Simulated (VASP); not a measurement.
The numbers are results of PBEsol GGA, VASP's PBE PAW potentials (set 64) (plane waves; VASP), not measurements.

The input files of a VASP run:

File POSCAR:
```
Fe2O3
1
    4.7664770656    -2.4598598857     0.0230214182
    4.7664770656     2.4598598857     0.0230214182
    3.4773913992     0.0000000000     4.0839318487
Fe O
4 6
Direct
  0.8547576877   0.8547576877   0.8547576877
  0.3547576877   0.3547576877   0.3547576877
  0.1452423123   0.1452423123   0.1452423123
  0.6452423123   0.6452423123   0.6452423123
  0.4407456256   0.0592543744   0.7500000000
  0.0592543744   0.7500000000   0.4407456256
  0.5592543744   0.9407456256   0.2500000000
  0.2500000000   0.5592543744   0.9407456256
  0.9407456256   0.2500000000   0.5592543744
  0.7500000000   0.4407456256   0.0592543744
```

**INCAR**
```
# general
SYSTEM   =  Fe2O3
PREC     =  Accurate
ENCUT    =  520
LREAL    =  .False.
LASPH    =  .True.

# electronic loop
EDIFF    =  1E-7
NELM     =  100
ALGO     =  Normal
LMAXMIX  =  4

# smearing
ISMEAR   =  -5

# functional
GGA      =  PS

# spin
ISPIN    =  2
MAGMOM   =  3.3 -3.3 3.3 -3.3 0.0 0.0 0.0 0.0 0.0 0.0

# ions
ISIF     =  2

# output
LWAVE    =  .False.
LCHARG   =  .True.
LORBIT   =  11
NEDOS    =  601

# other
LEFG     =  .True.
```

File KPOINTS:
```
Automatic mesh
0
Gamma
6 6 6
0 0 0
```

POTCAR, in this order: Fe O (PBE.64 set). Program: vasp_std.

What VASP printed:

### OUTCAR
```
 ion  position               nearest neighbor table
   1  0.855  0.855  0.855-   8 1.90   9 1.90   7 1.90  10 2.09   5 2.09   6 2.09   4 2.86   3 2.90
                             3 2.90   3 2.90
   2  0.355  0.355  0.355-   6 1.90  10 1.90   5 1.90   9 2.09   7 2.09   8 2.09   3 2.86   4 2.90
                             4 2.90   4 2.90
   3  0.145  0.145  0.145-  10 1.90   6 1.90   5 1.90   8 2.09   7 2.09   9 2.09   2 2.86   1 2.90
                             1 2.90   1 2.90
   4  0.645  0.645  0.645-   9 1.90   8 1.90   7 1.90   6 2.09   5 2.09  10 2.09   1 2.86   2 2.90
                             2 2.90   2 2.90
   5  0.441  0.059  0.750-   2 1.90   3 1.90   1 2.09   4 2.09
   6  0.059  0.750  0.441-   2 1.90   3 1.90   4 2.09   1 2.09
   7  0.559  0.941  0.250-   1 1.90   4 1.90   3 2.09   2 2.09
   8  0.250  0.559  0.941-   1 1.90   4 1.90   3 2.09   2 2.09
   9  0.941  0.250  0.559-   4 1.90   1 1.90   2 2.09   3 2.09
  10  0.750  0.441  0.059-   3 1.90   2 1.90   1 2.09   4 2.09
  LATTYP: Found a trigonal (rhomboedric) cell.
 ALAT       =     5.3638367108
 COS(alpha) =     0.5793705703
 Subroutine PRICEL returns:
 Original cell was already a primitive cell.
 Subroutine GETGRP returns: Found 12 space group operations
The static configuration has the point symmetry S_6 .
 The point group associated with its full space group is D_3d.
The dynamic configuration has the point symmetry S_6 .
The overall configuration has the point symmetry S_6 .
 Subroutine INISYM returns: Found 12 space group operations
 Subroutine IBZKPT returns following result:
 Found     32 irreducible k-points:

 Following reciprocal coordinates:
            Coordinates               Weight
  0.000000  0.000000  0.000000      1.000000
  0.166667  0.000000 -0.000000      6.000000
  0.333333  0.000000  0.000000      6.000000
  0.500000  0.000000  0.000000      3.000000
  0.166667  0.166667 -0.000000      6.000000
  0.333333  0.166667 -0.000000     12.000000
  0.500000  0.166667 -0.000000     12.000000
 -0.333333  0.166667 -0.000000     12.000000
 -0.166667  0.166667  0.000000      6.000000
...
```

File OSZICAR:
```
       N       E                     dE             d eps       ncg     rms          rms(c)
DAV:   1     0.829166372307E+03    0.82917E+03   -0.31804E+04  5120   0.202E+03
DAV:   2     0.870309624167E+02   -0.74214E+03   -0.71922E+03  5168   0.507E+02
DAV:   3    -0.787934128155E+02   -0.16582E+03   -0.16071E+03  6936   0.239E+02
DAV:   4    -0.981026293159E+02   -0.19309E+02   -0.18839E+02  8168   0.786E+01
DAV:   5    -0.994101469079E+02   -0.13075E+01   -0.12779E+01  7608   0.209E+01    0.485E+01
DAV:   6    -0.882563111578E+02    0.11154E+02   -0.23570E+02  7528   0.154E+02    0.557E+01
DAV:   7    -0.801930939015E+02    0.80632E+01   -0.11193E+02  9128   0.154E+02    0.259E+01
DAV:   8    -0.804795852530E+02   -0.28649E+00   -0.14403E+01  7864   0.337E+01    0.168E+01
DAV:   9    -0.801624171316E+02    0.31717E+00   -0.98436E+00  9376   0.503E+01    0.962E+00
DAV:  10    -0.800974633439E+02    0.64954E-01   -0.17495E+00  8216   0.195E+01    0.577E+00
DAV:  11    -0.799655884994E+02    0.13187E+00   -0.13381E+00  9736   0.190E+01    0.433E-01
DAV:  12    -0.799822138278E+02   -0.16625E-01   -0.16560E-01  5696   0.269E+00    0.541E-01
DAV:  13    -0.799802092822E+02    0.20045E-02   -0.62467E-03  7168   0.608E-01    0.461E-01
DAV:  14    -0.799780203947E+02    0.21889E-02   -0.15593E-02  8824   0.942E-01    0.101E-01
DAV:  15    -0.799781034264E+02   -0.83032E-04   -0.58929E-04  5976   0.230E-01    0.823E-02
DAV:  16    -0.799781014625E+02    0.19639E-05   -0.10710E-04  7328   0.664E-02    0.554E-02
DAV:  17    -0.799780946356E+02    0.68269E-05   -0.31881E-05  9528   0.111E-01    0.167E-02
DAV:  18    -0.799780926170E+02    0.20186E-05   -0.21733E-05  8696   0.514E-02    0.414E-03
DAV:  19    -0.799780927105E+02   -0.93587E-07   -0.10775E-06  6208   0.772E-03    0.134E-03
DAV:  20    -0.799780927511E+02   -0.40606E-07   -0.14178E-07  2624   0.405E-03
   1 F= -.79978093E+02 E0= -.79978093E+02  d E =0.000000E+00  mag=    -0.0000
```

### OUTCAR
```
------------------------ aborting loop because EDIFF is reached ----------------------------------------
  FORCE on cell =-STRESS in cart. coord.  units (eV):
  Direction    XX          YY          ZZ          XY          YZ          ZX
  --------------------------------------------------------------------------------------
  Total        0.0785783      0.1374398      0.1315086      0.0000000     -0.0000000     -0.0186849
  in kB        1.3200384      2.3088543      2.2092151      0.0000000     -0.0000000     -0.3138873
  external PRESSURE =       1.9460359 kB  Pullay stress =       0.0000000 kB
  volume of cell :       95.37
      direct lattice vectors                 reciprocal lattice vectors
     4.766477066 -2.459859886  0.023021418     0.105332461 -0.203263610 -0.089688616
     4.766477066  2.459859886  0.023021418     0.105332461  0.203263610 -0.089688616
     3.477391399  0.000000000  4.083931849    -0.001187533  0.000000000  0.245873231
 POSITION                                       TOTAL-FORCE (eV/Angst)
 -----------------------------------------------------------------------------------
     11.12069      0.00000      3.53013        -0.012446      0.000000     -0.003951
      4.61552      0.00000      1.46514        -0.012446      0.000000     -0.003951
      1.88965      0.00000      0.59985         0.012446      0.000000      0.003951
      8.39483      0.00000      2.66483         0.012446      0.000000      0.003951
      4.99128     -0.93842      3.07446        -0.000000     -0.008689     -0.000000
      5.38994      1.69914      1.81861        -0.002277      0.004345      0.007172
      8.01906      0.93842      1.05552        -0.000000      0.008689     -0.000000
      7.12863      0.76072      3.86057        -0.002277     -0.004345      0.007172
      7.62041     -1.69914      2.31137         0.002277     -0.004345     -0.007172
      5.88171     -0.76072      0.26940         0.002277      0.004345     -0.007172
 -----------------------------------------------------------------------------------
    total drift:                               -0.000000      0.000000      0.000000
  FREE ENERGIE OF THE ION-ELECTRON SYSTEM (eV)
  ---------------------------------------------------
  free  energy   TOTEN  =       -79.9780927511 eV

  energy  without entropy=      -79.9780927511  energy(sigma->0) =      -79.97809275

 total charge

# of ion       s       p       d       tot
------------------------------------------
    1        0.393   0.583   6.053   7.028
    2        0.393   0.583   6.053   7.028
    3        0.393   0.583   6.053   7.028
    4        0.393   0.583   6.053   7.028
    5        1.568   3.423   0.000   4.990
    6        1.568   3.423   0.000   4.990
    7        1.568   3.423   0.000   4.990
    8        1.568   3.423   0.000   4.990
    9        1.568   3.423   0.000   4.990
   10        1.568   3.423   0.000   4.990
--------------------------------------------------
tot         10.977  22.868  24.211  58.056

 magnetization (x)

# of ion       s       p       d       tot
------------------------------------------
    1        0.006   0.010   3.328   3.344
    2       -0.006  -0.010  -3.328  -3.344
    3        0.006   0.010   3.328   3.344
    4       -0.006  -0.010  -3.328  -3.344
    5        0.000   0.000   0.000   0.000
    6        0.000   0.000   0.000   0.000
    7        0.000   0.000   0.000   0.000
    8        0.000   0.000   0.000   0.000
    9        0.000   0.000   0.000   0.000
   10        0.000   0.000   0.000   0.000
--------------------------------------------------
tot          0.000   0.000   0.000   0.000
```
(Selected blocks of OUTCAR.)

The compound is Fe2O3 in the corundum structure. It was relaxed first, which changed the volume by -5 %.
